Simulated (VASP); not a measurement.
Data:

```
CELL_PARAMETERS angstrom
      0.00000     3.07567     3.07567
      3.07567     0.00000     3.07567
      3.07567     3.07567     0.00000
ATOMIC_POSITIONS crystal
  Ba 0.00000 0.00000 0.00000
  F  0.25000 0.25000 0.25000
  F  0.75000 0.75000 0.75000
```

All values below come from LDA (Ceperley-Alder, Perdew-Zunger), VASP's LDA PAW potentials (set 64) (plane waves; VASP 6.6.1). Numerical set-up: 520 eV cut-off, 6×6×6 Γ-centred mesh, Gaussian smearing of 0.050 eV, potentials Ba_sv F.

Task: Give the stress tensor in GPa (positive for a compressed cell).

Result: 
```
-2.00   0.00   0.00
 0.00  -2.00   0.00
 0.00   0.00  -2.00
```
The pressure is its mean diagonal, -2.00 GPa.

The compound is BaF2 in the fluorite structure. This cell is one point of a volume scan, at 1.03 of the reference volume.
